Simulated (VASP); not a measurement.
```
CELL_PARAMETERS angstrom
      0.00000     2.94258     2.94258
      2.94258     0.00000     2.94258
      2.94258     2.94258     0.00000
ATOMIC_POSITIONS crystal
  Al 0.25000 0.25000 0.25000
  Al 0.75000 0.75000 0.75000
  Pt 0.00000 0.00000 0.00000
```

The numbers are results of PBE GGA with D4 dispersion, VASP's PBE PAW potentials (set 64) (plane waves; VASP 6.6.1), not measurements. Numerical set-up: 520 eV cut-off, Gaussian smearing of 0.050 eV, potentials Al Pt.

Unless said otherwise, spin-orbit coupling is left out, though it shifts the bands of the heavy elements here.

Task: Estimate the band gap (along the path) with the smallest direct gap where there is one.

Result: 
The band gap (along the path) is none (metal, semimetal or under 0.01 eV).

The absolute energy has meaning only against runs of the same code, potentials and settings.

The compound is PtAl2 in the fluorite structure. It was relaxed first.
